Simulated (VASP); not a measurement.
Given:

```
CELL_PARAMETERS angstrom
      4.20927     0.00000     0.00000
     -2.10464     3.64533     0.00000
      0.00000     0.00000     6.56139
ATOMIC_POSITIONS crystal
  Ga 0.00000 0.00000 0.00000
  Ga 0.00000 0.00000 0.50000
  Bi 0.33333 0.66667 0.25000
  Bi 0.66667 0.33333 0.75000
```

Level of theory: LDA (Ceperley-Alder, Perdew-Zunger), VASP's LDA PAW potentials (set 64) (plane waves; VASP). Run with 400 eV cut-off, Gaussian smearing of 0.050 eV, potentials Ga_d Bi_d.

**Question.** Give the energies of bands 23 to 32 at the high-symmetry points, in eV from the Fermi level.

**Answer.** 
| band | Γ | M | K | A | L | H |
|---|---|---|---|---|---|---|
| 23 | -7.16 | -7.00 | -7.61 | -4.62 | -6.86 | -6.69 |
| 24 | -2.21 | -4.76 | -4.24 | -4.62 | -6.86 | -6.69 |
| 25 | -0.33 | -4.37 | -3.66 | 0.04 | -1.80 | -4.36 |
| 26 | -0.33 | -3.55 | -3.00 | 0.04 | -1.80 | -4.36 |
| 27 | 0.34 | -2.59 | -3.00 | 0.04 | -1.59 | 0.42 |
| 28 | 0.34 | 0.58 | -2.52 | 0.04 | -1.59 | 0.42 |
| 29 | 0.96 | 0.83 | -2.52 | 0.68 | -0.38 | 0.53 |
| 30 | 1.24 | 1.11 | 4.29 | 0.68 | -0.38 | 0.53 |
| 31 | 3.27 | 1.88 | 5.78 | 3.41 | 3.23 | 2.23 |
| 32 | 3.27 | 2.27 | 5.83 | 3.41 | 3.23 | 2.23 |

It has no gap at this level: it comes out as a metal or semimetal.

The structure was generated: GaBi was put into the NiAs type (P6_3/mmc), which need not be its known phase. It was relaxed first.
